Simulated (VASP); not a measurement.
# Absorption of CaO from time-dependent hybrids, part 4 of 4

Which functionals bind an exciton in CaO? The cell is of the rock-salt type, one of the forms listed for this formula. The start is a computed cell from the Materials Project.

VASP 6.6.1, plane waves and PAW; the level of theory is named at each step.

So far, lowest excitation (eV): step 4 (casida equation on LDA, time-dependent LDA, Casida form) 3.84; step 8 (casida equation on B3LYP, time-dependent B3LYP, Casida form) 5.59.

## 10. Ground state at PBE-EpsX

This step: PBE-EpsX; plane waves and PAW (Ca_sv, O) (VASP 6.6.1).

Many-body steps start from the orbitals of a self-consistent run, here PBE-EpsX. EDIFF is tight for accurate orbitals, and a narrow smearing avoids fractional occupations. PBE-EpsX is PBE with a share of exact exchange equal to one over the dielectric constant found above.

Input file INCAR:

```
SYSTEM = CaO
PREC = Accurate
ENCUT = 420
EDIFF = 1E-08
NELM = 100
ISMEAR = 0
SIGMA = 0.01
LREAL = .FALSE.
ALGO = Normal
LHFCALC = .TRUE.
AEXX = 0.26
GGA = PE
LASPH = .TRUE.
NBANDS = 14
PRECFOCK = Fast
LORBIT = 11
LWAVE = .TRUE.
LCHARG = .FALSE.
KPAR = 4
```

Input file POSCAR:

```
CaO
1.0
    0.0000000000      2.4035556960      2.4035556960
    2.4035556960      0.0000000000      2.4035556960
    2.4035556960      2.4035556960      0.0000000000
Ca O
1 1
Direct
    0.0000000000      0.0000000000      0.0000000000
    0.5000000000      0.5000000000      0.5000000000
```

Input file KPOINTS:

```
Automatic mesh
0
Gamma
6 6 6
0 0 0
```

Potentials, in the order of the species: Ca_sv and O (PBE family, release 64).

Launch:

```bash
$ mpirun -np 4 vasp_std
```

What it wrote:

```text
[banner, memory and clock lines left out]
running    4 mpi-ranks, on    1 nodes
 distrk:  each k-point on    1 cores,    4 groups
 distr:  one band on    1 cores,    1 groups

 POSCAR found type information on POSCAR CaO
 POSCAR found :  2 types and       2 ions
 LDA part: xc-table for (Slater+PW92), standard interpolation
 found WAVECAR, reading the header
 POSCAR, INCAR and KPOINTS ok, starting setup
 FFT: planning ... GRIDC
 FFT: planning ... GRID_SOFT
 FFT: planning ... GRID
 reading WAVECAR
 the WAVECAR file was read successfully
 initial charge from wavefunction
 entering main loop
       N       E                     dE             d eps       ncg     rms          rms(c)
DAV:   1    -0.156146255711E+02   -0.15615E+02   -0.47813E-01   486   0.888E+00    0.114E+00
DAV:   2    -0.155863270911E+02    0.28298E-01   -0.87027E-02   490   0.332E+00    0.444E-01
DAV:   3    -0.155868496435E+02   -0.52255E-03   -0.25778E-02   490   0.130E+00    0.391E-01
DAV:   4    -0.155863981331E+02    0.45151E-03   -0.20105E-03   548   0.492E-01    0.225E-01
DAV:   5    -0.155859082393E+02    0.48989E-03   -0.13581E-03   490   0.351E-01    0.836E-02
DAV:   6    -0.155858800368E+02    0.28202E-04   -0.10124E-04   484   0.104E-01    0.465E-02
DAV:   7    -0.155858370408E+02    0.42996E-04   -0.22618E-05   508   0.563E-02    0.297E-02
DAV:   8    -0.155858329361E+02    0.41047E-05   -0.85365E-06   588   0.287E-02    0.199E-02
DAV:   9    -0.155858309908E+02    0.19453E-05   -0.23236E-06   526   0.163E-02    0.109E-02
DAV:  10    -0.155858307568E+02    0.23399E-06   -0.10443E-06   508   0.996E-03    0.579E-03
DAV:  11    -0.155858308353E+02   -0.78577E-07   -0.14927E-07   508   0.454E-03    0.345E-03
DAV:  12    -0.155858309489E+02   -0.11360E-06   -0.67180E-08   586   0.288E-03    0.216E-03
DAV:  13    -0.155858310436E+02   -0.94692E-07   -0.25219E-08   508   0.172E-03    0.133E-03
DAV:  14    -0.155858311041E+02   -0.60434E-07   -0.86970E-09   338   0.102E-03    0.794E-04
DAV:  15    -0.155858311400E+02   -0.35938E-07   -0.43196E-09   242   0.716E-04    0.473E-04
DAV:  16    -0.155858311614E+02   -0.21436E-07   -0.13389E-09   242   0.403E-04    0.292E-04
DAV:  17    -0.155858311740E+02   -0.12504E-07   -0.73746E-10   242   0.261E-04    0.183E-04
DAV:  18    -0.155858311816E+02   -0.76939E-08   -0.32451E-10   242   0.173E-04
   1 F= -.15585831E+02 E0= -.15585831E+02  d E =-.105966E-37
 writing wavefunctions
```

It took 2.3 min on 4 MPI ranks of Intel Xeon Platinum 8488C (Sapphire Rapids), shared host; peak memory 0.54 GiB; 8.7 min of CPU time.

OUTCAR, selected parts (step 10):

```text
   NELECT =      16.0000    total number of electrons

 E-fermi :   0.9122

 k-point     1 :       0.0000    0.0000    0.0000
  band No.  band energies     occupation
    ...
      4     -18.7185      2.00000
      5     -16.2961      2.00000
      6       0.8238      2.00000
      7       0.8238      2.00000
      8       0.8239      2.00000
      9       7.8682      0.00000
     10       9.9054      0.00000
     11       9.9054      0.00000
     12       9.9054      0.00000
     13      11.5419      0.00000
    ...

 POSITION                                       TOTAL-FORCE (eV/Angst)
 -----------------------------------------------------------------------------------
      0.00000      0.00000      0.00000         0.000000      0.000000      0.000000
      2.40356      2.40356      2.40356         0.000000     -0.000000      0.000000
 -----------------------------------------------------------------------------------
    total drift:                                0.000000     -0.000000      0.000000

  FREE ENERGIE OF THE ION-ELECTRON SYSTEM (eV)
  ---------------------------------------------------
  free  energy   TOTEN  =       -15.5858311816 eV

  energy  without entropy=      -15.5858311816  energy(sigma->0) =      -15.58583118

[... 9 parts as in an earlier step ...]

[... 9 further parts left out ...]
```

This step gave:

```yaml
free_energy_toten: -15.59 eV
fermi_energy: 0.9122 eV
gap_on_the_k_mesh: 6.154 eV
least_direct_gap_on_the_k_mesh: 6.583 eV
```

## 11. Empty bands, functional PBE-EpsX, ε 3.84843

ALGO = Exact diagonalises the converged Hamiltonian in one step, and LOPTICS writes the k-derivatives of the orbitals (WAVEDER), which give the transition dipoles.

Input file INCAR:

```
SYSTEM = CaO
PREC = Accurate
ENCUT = 420
ISMEAR = 0
SIGMA = 0.01
LREAL = .FALSE.
LHFCALC = .TRUE.
AEXX = 0.26
GGA = PE
LASPH = .TRUE.
NBANDS = 24
PRECFOCK = Fast
ALGO = Exact
NELM = 1
LWAVE = .TRUE.
LCHARG = .FALSE.
LOPTICS = .TRUE.
NEDOS = 1000
CSHIFT = 0.1
```

POSCAR is that of step 10.

KPOINTS is that of step 10.

The run starts from files that an earlier step left in the folder.

Launch:

```bash
$ mpirun -np 4 vasp_std
```

What it wrote:

```text
[banner, memory and clock lines left out]
running    4 mpi-ranks, on    1 nodes
[...]
LDA part: xc-table for (Slater+PW92), standard interpolation
 found WAVECAR, reading the header
  number of bands has changed, file:    14 present:    24
  trying to continue reading WAVECAR, but it might fail
 POSCAR, INCAR and KPOINTS ok, starting setup
[...]
reading WAVECAR
 random initialization beyond band           14
 the WAVECAR file was read successfully
 initial charge from wavefunction
 entering main loop
       N       E                     dE             d eps       ncg     rms          rms(c)
DIA:   1    -0.155858311918E+02   -0.15586E+02    0.00000E+00     0   0.000E+00
   1 F= -.15585831E+02 E0= -.15585831E+02  d E =-.133703E-36
 writing wavefunctions
 optical routines
 imaginary and real dielectric function
 recalculating local potential from charge density
 direction            1
 direction            2
 direction            3
```

Elapsed: 8.1 min, on 4 MPI ranks; peak memory 0.67 GiB; 32 min of CPU time.

Parts of OUTCAR (step 11):

```text
 POSITION                                       TOTAL-FORCE (eV/Angst)
 -----------------------------------------------------------------------------------
      0.00000      0.00000      0.00000         0.000000      0.000000      0.000000
      2.40356      2.40356      2.40356        -0.000000     -0.000000     -0.000000
 -----------------------------------------------------------------------------------
    total drift:                               -0.000000     -0.000000      0.000000

  FREE ENERGIE OF THE ION-ELECTRON SYSTEM (eV)
  ---------------------------------------------------
  free  energy   TOTEN  =       -15.5858311918 eV

  energy  without entropy=      -15.5858311918  energy(sigma->0) =      -15.58583119

[... 2 parts as in an earlier step ...]

[... 1 further part left out ...]
[key lines of the parts left out:]
E-fermi :   0.9108
```

## 12. Casida equation on PBE-EpsX

This step: time-dependent PBE-EpsX, Casida form; plane waves and PAW (Ca_sv, O) (VASP 6.6.1).

The Casida equation, in the Tamm-Dancoff approximation (ANTIRES = 0), couples the pairs by a local exchange-correlation kernel and by exact exchange, which attracts electron and hole.

Input file INCAR:

```
SYSTEM = CaO
PREC = Accurate
ENCUT = 420
ISMEAR = 0
SIGMA = 0.01
LREAL = .FALSE.
LHFCALC = .TRUE.
AEXX = 0.26
GGA = PE
LASPH = .TRUE.
NBANDS = 24
PRECFOCK = Fast
ALGO = TDHF
NBANDSO = 4
NBANDSV = 4
OMEGAMAX = 25
NEDOS = 1000
CSHIFT = 0.1
LWAVE = .FALSE.
LCHARG = .FALSE.
ANTIRES = 0
LFXC = .TRUE.
LADDER = .TRUE.
```

POSCAR is that of step 11.

KPOINTS is that of step 11.

The WAVECAR or CHGCAR of an earlier step is read.

Launch:

```bash
$ mpirun -np 4 vasp_std
```

What it wrote:

```text
[banner, memory and clock lines left out]
 POSCAR found type information on POSCAR CaO
 POSCAR found :  2 types and       2 ions
|                                                                             |
|           W    W    AA    RRRRR   N    N  II  N    N   GGGG   !!!           |
|           W    W   A  A   R    R  NN   N  II  NN   N  G    G  !!!           |
|           W    W  A    A  R    R  N N  N  II  N N  N  G       !!!           |
|           W WW W  AAAAAA  RRRRR   N  N N  II  N  N N  G  GGG   !            |
|           WW  WW  A    A  R   R   N   NN  II  N   NN  G    G                |
|           W    W  A    A  R    R  N    N  II  N    N   GGGG   !!!           |
|                                                                             |
|     The default for ENCUTGWSOFT is different in this version of VASP.       |
|     please manually set ENCUTGWSOFT =280 in the INCAR file.                 |
|                                                                             |

 LDA part: xc-table for (Slater+PW92), standard interpolation
 found WAVECAR, reading the header
 POSCAR, INCAR and KPOINTS ok, starting setup
 FFT: planning ... GRIDC
 FFT: planning ... GRID_SOFT
 FFT: planning ... GRID
 reading WAVECAR
 the WAVECAR file was read successfully
 initial charge from wavefunction
 available memory per node:    115.57 GB, setting MAXMEM to    118346

 The Fermi energy was updated, please check that it is located mid-gap
 values below the HOMO (VB) or above the LUMO (CB) will cause erroneous energies
 E-fermi :   3.9007

 the WAVEDER file was read successfully
 responsefunction array rank=     308
 LDA part: xc-table for (Slater+PW92), standard interpolation

 Doing            0  frequencies on each core in blocks of            0
 parallelization over k-points
 Using distributed matrix
 Using distributed eigensolver
 allocating two-electron 4 orbital integral table    4    4    4    4
 BSE setting up matrix
 available memory per node:    115.98 GB, setting MAXMEM to    118766
 Calculate matrix elements of the BSE Hamiltonian:
 Workload is divided into blocks of two-electron 4 orbital integrals computed in
  parallel.
 Each block/integral has dimensions  of (   4,   4,   4,   4) orbitals
 Total number of blocks/integrals:                23436
 Number of spins:                                     1
 Number of kpoints:                                 216
 Spin channel:                                        1
  Number of blocks of unoccupied bands:               1
  Number of blocks of occupied bands:                 1
 Number of rows/columns of blocks:                  216

                                                        Time (sec)
               Integrals                 Ranks       Real         CPU
  [         1 -        864/     23436]     4         0.98        0.00
  [       865 -       1728/     23436]     4         2.00        0.00
  [      1729 -       2592/     23436]     4         2.94        0.00
  [      2593 -       3456/     23436]     4         3.98        0.00
  [      3457 -       4320/     23436]     4         4.83        0.00
  [      4321 -       5184/     23436]     4         5.67        0.00
  [      5185 -       6048/     23436]     4         6.59        0.00
  [      6049 -       6912/     23436]     4         7.45        0.00
  [      6913 -       7776/     23436]     4         8.17        0.00
  [      7777 -       8640/     23436]     4         8.95        0.00
  [      8641 -       9504/     23436]     4         9.76        0.00
  [      9505 -      10368/     23436]     4        10.45        0.00
  [     10369 -      11232/     23436]     4        11.12        0.00
  [     11233 -      12096/     23436]     4        11.89        0.00
  [     12097 -      12960/     23436]     4        12.44        0.00
  [     12961 -      13824/     23436]     4        13.12        0.00
  [     13825 -      14688/     23436]     4        13.83        0.00
  [     14689 -      15552/     23436]     4        14.44        0.00
  [     15553 -      16416/     23436]     4        14.98        0.00
  [     16417 -      17280/     23436]     4        15.52        0.00
  [     17281 -      18144/     23436]     4        16.08        0.00
  [     18145 -      19008/     23436]     4        16.65        0.00
  [     19009 -      19872/     23436]     4        17.21        0.00
  [     19873 -      20736/     23436]     4        17.97        0.00
  [     20737 -      21600/     23436]     4        18.68        0.00
  [     21601 -      22464/     23436]     4        19.24        0.00
  [     22465 -      23328/     23436]     4        19.79        0.00
  [     23329 -      23436/     23436]     4        19.93        0.00

[... 3 parts as in an earlier step ...]
```

Run time: 34 s. Hardware: 4 MPI ranks; peak memory 0.98 GiB.

OUTCAR, selected parts (step 12):

```text
   NELECT =      16.0000    total number of electrons

 E-fermi :   3.9007

[... 8 parts as in an earlier step ...]

[... 2 further parts left out ...]
```

This step gave:

```
lowest excitation                     : 5.946 eV
direct gap less the lowest excitation : 0.6368 eV
```

The imaginary dielectric function, xx has structure finer than the step of the table below, so its rows give means over 0.5 eV, whole bins alone (the curve runs from 0 to 25 eV). Peaks (eV: height): 5.93: 2.73, 6.43: 4.64, 7.01: 4.68, 7.63: 9.17, 9.13: 7.31, 10.46: 3.26, 11.46: 3.69.

From 4 filled and 4 empty bands alone, without any pair above OMEGAMAX = 25 eV, so strength is missing wherever others contribute; lines are broadened by CSHIFT, which also makes the tail under the first line. Imaginary dielectric function, xx against photon energy; means over each step:

photon energy (eV), imaginary dielectric function, xx and a bar:
```
      0.5       0.00 
      1.0       0.00 
      1.5       0.01 
      2.0       0.01 
      2.5       0.01 
      3.0       0.02 
      3.5       0.02 
      4.0       0.03 
      4.5       0.05 
      5.0       0.09 #
      5.5       0.28 ##
      6.0       1.61 ###########
      6.5       2.56 #################
      7.0       2.59 #################
      7.5       4.59 ##############################
      8.0       2.27 ###############
      8.5       1.32 #########
      9.0       4.01 ##########################
      9.5       3.40 ######################
     10.0       1.51 ##########
     10.5       2.36 ###############
     11.0       2.10 ##############
     11.5       2.92 ###################
     12.0       1.52 ##########
     12.5       1.01 #######
     13.0       0.47 ###
     13.5       0.23 ##
     14.0       0.06 
     14.5       0.03 
     15.0       0.02 
     15.5       0.02 
     16.0       0.01 
     16.5       0.01 
     17.0       0.01 
     17.5       0.01 
     18.0       0.01 
     18.5       0.01 
     19.0       0.01 
     19.5       0.01 
     20.0       0.00 
     20.5       0.00 
     21.0       0.00 
     21.5       0.00 
     22.0       0.01 
     22.5       0.01 
     23.0       0.07 
     23.5       0.09 #
     24.0       0.05 
     24.5       0.05
```

Some of the lowest 40 states alone, with states under 2.5 meV apart joined, scaled to the strongest line shown. Lines of the exciton spectrum (strongest = 100):

| position (eV) | lines merged | oscillator strength |
| --- | --- | --- |
| 5.946 | 3 | 0.0 |
| 5.950 | 3 | 61 |
| 6.427 | 3 | 51 |
| 6.458 | 3 | 0.0 |
| 6.466 | 3 | 58 |
| 6.495 | 3 | 0.0 |
| 6.501 | 3 | 0.0 |
| 6.973 | 3 | 0.0 |
| 7.003 | 3 | 0.0 |
| 7.011 | 3 | 100 |
| 7.074 | 3 | 0.0 |
| 7.087 | 2 | 0.0 |
| 7.095 | 1 | 0.0 |

The lowest excitation lies at 5.946 eV, -637 meV against the direct gap of these orbitals. It is dark; the first state with over 2 % of the strongest strength among the lowest 40 lies at 5.950 eV. No second mesh in this session tests these energies, peaks and heights, and most of the distance from the gap can be the mesh's own exchange term.

## 13. Summary

This step: time-dependent LDA, B3LYP, PBE-EpsX; plane waves and PAW (VASP 6.6.1).

No new run; the numbers come from the runs before.

Cost is wall time times ranks on a shared host, for this step alone, without the steps before it. Excitations by level:

| level | first excitation (eV) | cost (core minutes) |
| --- | --- | --- |
| Casida equation on LDA | 3.837 | 1.87 |
| Casida equation on B3LYP | 5.591 | 1.93 |
| Casida equation on PBE-EpsX | 5.946 | 2.27 |

## 14. Results

```
Casida equation on LDA      : lowest vertical excitation 3.837 eV; direct gap 3.837 eV
Casida equation on B3LYP    : lowest vertical excitation 5.591 eV; direct gap 6.071 eV
Casida equation on PBE-EpsX : lowest vertical excitation 5.946 eV; direct gap 6.583 eV
```

In words: Time-dependent B3LYP puts the lowest vertical singlet excitation at 5.591 eV, 0.48 eV below the direct gap of 6.071 eV; the states within 10 meV of it carry 49 % of the strength of the strongest such group among the lowest 40 states. Time-dependent PBE-EpsX puts the lowest vertical singlet excitation at 5.946 eV, 0.64 eV below the direct gap of 6.583 eV; the states within 10 meV of it carry 61 % of the strength of the strongest such group among the lowest 40 states. The LDA kernel binds nothing: its lowest excitation, 3.837 eV, sits at the direct gap of 3.837 eV. For the hybrids, on a mesh this coarse most of the distance from the gap can come from the q = 0 term of the exact exchange, which falls with the number of k points, so it doesn't show which functional binds an exciton. These are vertical excitations; an indirect gap can lie lower. The spectra were run on one mesh, so the distance from the gap isn't shown to be converged; coarse meshes tend to overstate it. Direct gaps by functional: 3.837 eV at LDA, 6.071 eV at B3LYP and 6.583 eV at PBE-EpsX. Exact exchange widens them. Unscreened exchange converges slowly with the mesh, in the gaps as in the binding, and the two errors partly cancel in the excitation energy. Only the bands set by NBANDSO and NBANDSV form pairs, and any pair above OMEGAMAX = 25 eV is dropped, so the spectrum is that of this window; the window can cut degenerate bands. The given cell is kept, although it stands at -8.8 GPa at LDA and ENCUT = 420 eV, which holds the mismatch of the given cell with this functional and any basis-set error. Not tabulated here, as repeats of values shown or as unfit to read for their mesh, reference level or band range: eps2 curves (empty bands); eps1 curves and static values (Casida equation, empty bands); line lists of runs without attraction (Casida equation); gaps (empty bands).

[Lines on the potential files, build, host, timing and source positions are cut from VASP's logs without a mark.]

[Logs are printed without paths, hosts, clocks, repeated set-up lines and the standing remarks that a program may print on its own settings, such as how far it seeks lower states.]

[Hosts, paths, dates, database ids (printed as entryN), source tags and the programs' standing remarks are cut or masked in the printed files.]

[Pressures printed for these runs are not shown converged in the cutoff: they can be off by several GPa and have the wrong sign.]
